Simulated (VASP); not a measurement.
Energy against volume of CaO (rock salt). Method: r2SCAN meta-GGA, VASP's PBE PAW potentials (set 64) (plane waves; VASP).

```json
[
 {"V (Å³/atom)": "13.076", "E (eV/atom)": "-9.70597"},
 {"V (Å³/atom)": "13.493", "E (eV/atom)": "-9.72191"},
 {"V (Å³/atom)": "13.911", "E (eV/atom)": "-9.72709"},
 {"V (Å³/atom)": "14.328", "E (eV/atom)": "-9.72311"},
 {"V (Å³/atom)": "14.745", "E (eV/atom)": "-9.71134"}
]
```

### Question
Fit a third-order Birch-Murnaghan equation of state.

### Answer

```yaml
volume_per_atom: 13.93 Å³/atom
bulk_modulus: 116 GPa
pressure_derivative_of_the_bulk_modulus: 4.38
lattice_constant_a: 4.812 Å
```

Measured: a 4.781 Å at 0 K (computed value off by +0.6 %), as given by Wei Chen et al., Physical Review Materials (2018), doi:10.1103/physrevmaterials.2.073803 [zero-point anharmonic expansion removed].

The compound is CaO in the rock salt structure. It was relaxed first.
